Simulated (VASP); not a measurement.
# YTiF5 (Immm) in VASP: equation of state

Aim: energy against volume of YTiF5 in PBE, for its equilibrium volume and stiffness.

Program: VASP 6.6.1. These are calculated values, not measurements. Logs are shortened: lines on timing, memory, paths and dates and some standing lists are left out, and cuts for length are marked.

### Step 1. The crystal as given

It takes space group Immm (No. 71, orthorhombic). The conventional cell has a = 4.191 Å, b = 6.956 Å, c = 8.431 Å, α = 90.00°, β = 90.00°, γ = 90.00°. Around Y (site symmetry mmm) lie 6 F at 2.10 to 2.22 Å. Around Ti (site symmetry mmm) lie 2 F at 2.02 Å. Around F (site symmetry mmm) lie 2 Y at 2.10 Å. F (site symmetry mm2) has 1 Ti at 2.02 Å and 1 Y at 2.20 Å as nearest neighbours. F (site symmetry m2m) is surrounded by 1 Y at 2.22 Å and 2 Ti at 2.44 Å and 1 F at 2.52 Å.

The cell comes from a database or a generator and needn't be the stable form of this composition.

### Step 2. Equation of state, PBE, 16.50 Å³/atom (volume scaled by 0.94)

File INCAR:

```
SYSTEM = YTiF5
PREC = Accurate
ENCUT = 520
EDIFF = 1E-7
ISMEAR = -1
SIGMA = 0.05
LREAL = .False.
LASPH = .True.
NELM = 100
ALGO = Normal
ISIF = 2
LWAVE = .False.
LCHARG = .False.
GGA = PE
NBANDS = 38
```

File KPOINTS:

```
Automatic mesh
0
Gamma
  8 8 8
  0 0 0
```

File POSCAR:

```
YTiF5
1.0
   -2.0527628538      3.4070014657      4.1295030369
    2.0527628538     -3.4070014657      4.1295030369
    2.0527628538      3.4070014657     -4.1295030369
Y Ti F
1 1 5
Direct
    0.5000000000      0.5000000000      0.0000000000
    0.0000000000      0.0000000000      0.0000000000
    0.5000000000      0.0000000000      0.5000000000
    0.7608500000      0.7608500000      0.0000000000
    0.2391500000      0.2391500000      0.0000000000
    0.1810190000      0.5000000000      0.6810190000
    0.8189810000      0.5000000000      0.3189810000
```

Potentials or basis: VASP PAW PBE potentials, release 64 (Y_sv, Ti_sv, F).

The run is started by

```
cat potpaw_PBE.64/Y_sv/POTCAR potpaw_PBE.64/Ti_sv/POTCAR potpaw_PBE.64/F/POTCAR > POTCAR
mpirun -np 1 vasp_std > vasp.out
```

OUTCAR:

```text
SYSTEM = YTiF5
   PREC = Accurate
   ENCUT = 520
   EDIFF = 1E-7
   ISMEAR = -1
   LREAL = .False.
   LASPH = .True.
   NELM = 100
   ISIF = 2
   GGA = PE

 Found     95 irreducible k-points:

 Following reciprocal coordinates:
            Coordinates               Weight
  0.000000  0.000000  0.000000      1.000000
  0.125000  0.000000 -0.000000      4.000000
  0.250000  0.000000 -0.000000      4.000000
  0.375000  0.000000 -0.000000      4.000000
  0.500000  0.000000 -0.000000      2.000000
  0.000000  0.125000  0.000000      4.000000
   k-points           NKPTS =     95   k-points in BZ     NKDIM =     95   number of bands    NBANDS=     38
   number of dos      NEDOS =    301   number of ions     NIONS =      7
   total plane-waves  NPLWV = 110592
   dimension x,y,z NGX =    48 NGY =   48 NGZ =   48
   dimension x,y,z NGXF=    96 NGYF=   96 NGZF=   96
   ions per type =               1   1   5
   NGX,Y,Z   is equivalent  to a cutoff of  13.92, 13.92, 13.92 a.u.
   NGXF,Y,Z  is equivalent  to a cutoff of  27.84, 27.84, 27.84 a.u.
 SYSTEM =  YTiF5
   PREC   = accura    normal or accurate (medium, high low for compatibility)
   ISTART =      0    job   : 0-new  1-cont  2-samecut
   ICHARG =      2    charge: 1-file 2-atom 10-const
   ISPIN  =      1    spin polarized calculation?
   LNONCOLLINEAR =      F non collinear calculations
   LSORBIT =      F    spin-orbit coupling
   LASPH  =      T    aspherical Exc in radial PAW
   ENCUT  =  520.0 eV  38.22 Ry    6.18 a.u.  10.66 10.66 10.66*2*pi/ulx,y,z
   NELM   =    100;   NELMIN=  2; NELMDL= -5     # of ELM steps
   EDIFF  = 0.1E-06   stopping-criterion for ELM
   LREAL  =      F    real-space projection
   EDIFFG = 0.1E-05   stopping-criterion for IOM
   NSW    =      0    number of steps for IOM
   IBRION =     -1    ionic relax: 0-MD 1-quasi-New 2-CG
   NFREE  =      0    steps in history (QN), initial steepest desc. (CG)
   ISIF   =      2    stress and relaxation
   ISYM   =      2    0-nonsym 1-usesym 2-fastsym
   POTIM  = 0.5000    time-step for ionic-motion
   TEBEG  =    0.0;   TEEND  =   0.0 temperature during run
   PSTRESS=    0.0 pullay stress
   NELECT =      58.0000    total number of electrons
   NUPDOWN=      -1.0000    fix difference up-down
   EMIN   =  10.00;   EMAX   =-10.00  energy-range for DOS
   EFERMI =   0.00;   METHOD = LEGACY
   ISMEAR =    -1;   SIGMA  =   0.05  broadening in eV -4-tet -1-fermi 0-gaus
   EFERMI_NEDOS =   21; number of points for ismear=-14 and -15
   IALGO  =     38    algorithm
   IMIX   =      4    mixing-type and parameters
     AMIX     =   0.40;   BMIX     =  1.00
     AMIX_MAG =   1.60;   BMIX_MAG =  1.00
  volume/ion in A,a.u.               =      16.50       111.37
  Fermi-wavevector in a.u.,A,eV,Ry     =   1.301152  2.458820 23.034599  1.692995
  Thomas-Fermi vector in A             =   2.432304
   LORBIT       =      0    0 simple, 1 ext, 2 COOP (PROOUT), +10 PAW based schemes
   GGA     = PE    functional components
   LHFCALC =     F    Hartree Fock is set to
   AEXX    =    0.0000 exact exchange contribution
   IVDW    =     0    specifies the selected vdW correction
   LEPSILON=     F    determine dielectric tensor
   LRPA    =     F    only Hartree local field effects (RPA)
 non-spin polarized calculation
  energy-cutoff  :      520.00
  volume of cell :      115.52
 maximum number of plane-waves:      3141
 NGX is ok and might be reduce to    48
   NGX = 21   NGY = 21   NGZ = 21

 number of electron      58.0000000 magnetization

 Free energy of the ion-electron system (eV)
  ---------------------------------------------------
  ext. energy  EPLUGINS =         0.00000000
  ---------------------------------------------------
  free energy    TOTEN  =       -46.30423314 eV

  energy without entropy =      -46.22422555  energy(sigma->0) =      -46.26422935

 E-fermi :   3.6773     XC(G=0):  -8.6624

 val. band max:        3.6722259590   @ k =   0.5000  -0.3750   0.1250
 cond. band min:       3.6779714290   @ k =   0.3750  -0.2500   0.2500
 fundamental gap:      0.0057454700
 Fermi energy:         3.6773358824

 k-point     1 :       0.0000    0.0000    0.0000
  band No.  band energies     occupation
      1     -54.8519      2.00000
      2     -40.3905      2.00000
      3     -31.7128      2.00000
      4     -31.0629      2.00000
      5     -30.7017      2.00000
      6     -22.9705      2.00000
[... 30 lines left out ...]
     37       6.2394      0.00000
     38       8.4921      0.00000

 k-point     2 :       0.1250    0.0000   -0.0000
  band No.  band energies     occupation
      1     -54.8519      2.00000
      2     -40.3905      2.00000
      3     -31.7127      2.00000
      4     -31.0629      2.00000
      5     -30.7016      2.00000
      6     -23.0122      2.00000
[... 30 lines left out ...]
     37       6.2346      0.00000
     38       8.2598      0.00000

 k-point     3 :       0.2500    0.0000   -0.0000
  band No.  band energies     occupation
      1     -54.8519      2.00000
      2     -40.3905      2.00000
      3     -31.7126      2.00000
      4     -31.0629      2.00000
      5     -30.7016      2.00000
      6     -23.0894      2.00000
[... 30 lines left out ...]
     37       6.2243      0.00000
     38       7.7225      0.00000

 k-point     4 :       0.3750    0.0000   -0.0000
  band No.  band energies     occupation
      1     -54.8519      2.00000
      2     -40.3905      2.00000
      3     -31.7124      2.00000
      4     -31.0629      2.00000
      5     -30.7016      2.00000
      6     -23.1493      2.00000
[... 30 lines left out ...]
     37       6.2237      0.00000
     38       7.1277      0.00000

 k-point     5 :       0.5000    0.0000   -0.0000
  band No.  band energies     occupation
      1     -54.8519      2.00000
      2     -40.3905      2.00000
      3     -31.7124      2.00000
      4     -31.0629      2.00000
      5     -30.7015      2.00000
      6     -23.1711      2.00000
[... 30 lines left out ...]
     37       6.2538      0.00000
     38       6.8009      0.00000

 k-point     6 :       0.0000    0.1250    0.0000
  band No.  band energies     occupation
      1     -54.8519      2.00000
      2     -40.3873      2.00000
      3     -31.7126      2.00000
      4     -31.0668      2.00000
      5     -30.7007      2.00000
      6     -23.2602      2.00000
[... 30 lines left out ...]
     37       6.2697      0.00000
     38       8.6439      0.00000

 [... further k-points ...]

------------------------ aborting loop because EDIFF is reached ----------------------------------------

  FORCE on cell =-STRESS in cart. coord.  units (eV):
  Direction    XX          YY          ZZ          XY          YZ          ZX
  --------------------------------------------------------------------------------------
  -------------------------------------------------------------------------------------
  Total        3.0036324      1.9321235      1.9096347      0.0000000      0.0000000      0.0000000
  in kB       41.6570475     26.7964085     26.4845140      0.0000000      0.0000000      0.0000000
  external PRESSURE =      31.6459900 kB  Pullay stress =       0.0000000 kB

 VOLUME and BASIS-vectors are now :
 -----------------------------------------------------------------------------
  energy-cutoff  :      520.00
  volume of cell :      115.52
      direct lattice vectors                 reciprocal lattice vectors
    -2.052762854  3.407001466  4.129503037     0.000000000  0.146756614  0.121079945
     2.052762854 -3.407001466  4.129503037     0.243574166  0.000000000  0.121079945
     2.052762854  3.407001466 -4.129503037     0.243574166  0.146756614  0.000000000

 POSITION                                       TOTAL-FORCE (eV/Angst)
 -----------------------------------------------------------------------------------
      0.00000      0.00000      4.12950         0.000000     -0.000000      0.000000
      0.00000      0.00000      0.00000         0.000000     -0.000000     -0.000000
      0.00000      3.40700      0.00000         0.000000     -0.000000     -0.000000
      0.00000      0.00000      6.28386        -0.000000     -0.000000      0.811877
      0.00000      0.00000      1.97514         0.000000     -0.000000     -0.811877
      2.05276      1.23346      0.00000         0.000000     -0.635416      0.000000
      0.00000      2.17354      4.12950         0.000000      0.635416     -0.000000
 -----------------------------------------------------------------------------------
    total drift:                               -0.000000     -0.000000      0.000000

  FREE ENERGIE OF THE ION-ELECTRON SYSTEM (eV)
  ---------------------------------------------------
  free  energy   TOTEN  =       -46.3042331364 eV

  energy  without entropy=      -46.2242255544  energy(sigma->0) =      -46.26422935
```

It took 8.4 min on 1 thread of AMD EPYC 9R45 (Zen 5), shared host; peak memory 0.58 GiB.

Results:

| Item | Value |
| --- | --- |
| Free energy | -46.3042 eV |
| Pressure | 3.2 GPa |
| Largest force | 0.812 eV/Å |
| Band gap on the k mesh | none (metal or under the smearing width) |

Caveat: semilocal functionals often make such compounds metallic where correlation or magnetic order opens a gap, which also shifts bond lengths.

### Step 3. Equation of state, PBE, 16.85 Å³/atom (volume scaled by 0.96)

File INCAR:

```
SYSTEM = YTiF5
ALGO     = Normal         ! electronic algorithm
EDIFF    = 1E-7           ! SCF threshold, eV
ENCUT    = 520            ! plane-wave cutoff, eV
GGA      = PE             ! functional
ISIF     = 2              ! what is computed and relaxed
ISMEAR   = -1             ! smearing method
LASPH    = .TRUE.         ! aspherical terms in the spheres
LCHARG   = .FALSE.        ! write CHGCAR
LREAL    = .FALSE.        ! projectors in reciprocal space
LWAVE    = .FALSE.        ! write WAVECAR
NBANDS   = 38             ! bands
NELM     = 100            ! most SCF steps
PREC     = Accurate       ! precision mode
SIGMA    = 0.05           ! smearing width, eV
```

File KPOINTS:

```
k-points
0
G
  8 8 8
  0 0 0
```

POSCAR: that of step 2 with these lines changed.

```diff
@@ -2,5 +2,5 @@
 1.0
-   -2.0527628538      3.4070014657      4.1295030369
-    2.0527628538     -3.4070014657      4.1295030369
-    2.0527628538      3.4070014657     -4.1295030369
+   -2.0672194066      3.4309952243      4.1585850023
+    2.0672194066     -3.4309952243      4.1585850023
+    2.0672194066      3.4309952243     -4.1585850023
 Y Ti F
```

Potentials or basis: VASP PAW PBE potentials, release 64 (Y_sv, Ti_sv, F).

The run is started by

```
cat potpaw_PBE.64/Y_sv/POTCAR potpaw_PBE.64/Ti_sv/POTCAR potpaw_PBE.64/F/POTCAR > POTCAR
mpirun -np 1 vasp_std > vasp.out
```

Wall time 8.1 min (1 thread of AMD EPYC 9R45 (Zen 5), shared host); peak memory 0.59 GiB.

The run converged. Its results:

| Quantity | Value |
| --- | --- |
| Free energy | -46.3424 eV |
| Pressure | 1.3 GPa |
| Largest force | 0.775 eV/Å |
| Band gap on the k mesh | none (metal or under the smearing width) |

Caveat: semilocal functionals often make such compounds metallic where correlation or magnetic order opens a gap, which also shifts bond lengths.

### Step 4. Equation of state, PBE, 17.21 Å³/atom (volume scaled by 0.98)

File INCAR:

```
SYSTEM = YTiF5
ALGO = Normal ; EDIFF = 1E-7
ENCUT = 520 ; GGA = PE
ISIF = 2 ; ISMEAR = -1
LASPH = .True. ; LCHARG = .False.
LREAL = .False. ; LWAVE = .False.
NBANDS = 38 ; NELM = 80
PREC = Accurate ; SIGMA = 0.05
```

File KPOINTS:

```
k-points
0
Gamma
  8 8 8
  0 0 0
```

POSCAR: that of step 3 with these lines changed.

```diff
@@ -2,5 +2,5 @@
 1.0
-   -2.0672194066      3.4309952243      4.1585850023
-    2.0672194066     -3.4309952243      4.1585850023
-    2.0672194066      3.4309952243     -4.1585850023
+   -2.0814765427      3.4546580081      4.1872658052
+    2.0814765427     -3.4546580081      4.1872658052
+    2.0814765427      3.4546580081     -4.1872658052
 Y Ti F
```

The run is started by

```
cat potpaw_PBE.64/Y_sv/POTCAR potpaw_PBE.64/Ti_sv/POTCAR potpaw_PBE.64/F/POTCAR > POTCAR
mpirun -np 1 vasp_std > vasp.out
```

Wall time 8.2 min (1 thread of AMD EPYC 9R45 (Zen 5), shared host); peak memory 0.59 GiB.

The run converged. Its results:

* Free energy: -46.3528 eV
* Pressure: -0.4 GPa
* Largest force: 0.740 eV/Å
* Band gap on the k mesh: none (metal or under the smearing width)

Caveat: semilocal functionals often make such compounds metallic where correlation or magnetic order opens a gap, which also shifts bond lengths.

### Step 5. Equation of state, PBE, 17.91 Å³/atom (volume scaled by 1.02)

File INCAR:

```
PREC = Accurate
ENCUT = 520
EDIFF = 1E-7
ISMEAR = -1
SIGMA = 0.05
LREAL = False
LASPH = True
NELM = 100
ALGO = Normal
ISIF = 2
LWAVE = False
LCHARG = False
GGA = PE
NBANDS = 38
```

File KPOINTS:

```
Automatic mesh
0
Gamma
  8 8 8
```

POSCAR: that of step 4 with these lines changed.

```diff
@@ -2,5 +2,5 @@
 1.0
-   -2.0814765427      3.4546580081      4.1872658052
-    2.0814765427     -3.4546580081      4.1872658052
-    2.0814765427      3.4546580081     -4.1872658052
+   -2.1094191594      3.5010347905      4.2434774229
+    2.1094191594     -3.5010347905      4.2434774229
+    2.1094191594      3.5010347905     -4.2434774229
 Y Ti F
```

The run is started by

```
cat potpaw_PBE.64/Y_sv/POTCAR potpaw_PBE.64/Ti_sv/POTCAR potpaw_PBE.64/F/POTCAR > POTCAR
mpirun -np 1 vasp_std > vasp.out
```

Run time: 8.2 min. Hardware: 1 thread of AMD EPYC 9R45 (Zen 5), shared host; peak memory 0.6 GiB.

It converged, with:

```
Free energy            : -46.3018 eV
Pressure               : -3.3 GPa
Largest force          : 0.674 eV/Å
Band gap on the k mesh : none (metal or under the smearing width)
```

Caveat: semilocal functionals often make such compounds metallic where correlation or magnetic order opens a gap, which also shifts bond lengths.

### Step 6. Equation of state, PBE, 18.26 Å³/atom (volume scaled by 1.04)

File INCAR:

```
PREC = Accurate ; ENCUT = 520
EDIFF = 1E-7 ; ISMEAR = -1
SIGMA = 0.05 ; LREAL = F
LASPH = T ; NELM = 80
ALGO = Normal ; ISIF = 2
LWAVE = F ; LCHARG = F
GGA = PE ; NBANDS = 38
```

KPOINTS is that of step 5.

POSCAR: that of step 5 with these lines changed.

```diff
@@ -2,5 +2,5 @@
 1.0
-   -2.1094191594      3.5010347905      4.2434774229
-    2.1094191594     -3.5010347905      4.2434774229
-    2.1094191594      3.5010347905     -4.2434774229
+   -2.1231170702      3.5237694196      4.2710332432
+    2.1231170702     -3.5237694196      4.2710332432
+    2.1231170702      3.5237694196     -4.2710332432
 Y Ti F
```

Potentials or basis: VASP PAW PBE potentials, release 64 (Y_sv, Ti_sv, F).

The run is started by

```
cat potpaw_PBE.64/Y_sv/POTCAR potpaw_PBE.64/Ti_sv/POTCAR potpaw_PBE.64/F/POTCAR > POTCAR
mpirun -np 1 vasp_std > vasp.out
```

Run time: 9.1 min. Hardware: 1 thread of AMD EPYC 9R45 (Zen 5), shared host; peak memory 0.61 GiB.

Results (log left out):

```yaml
Free_energy: -46.2453 eV
Pressure: -4.5 GPa
Largest_force: 0.644 eV/Å
Band_gap_on_the_k_mesh: none (metal or under the smearing width)
```

Caveat: semilocal functionals often make such compounds metallic where correlation or magnetic order opens a gap, which also shifts bond lengths.

(Part 1 of 2 ends here.)
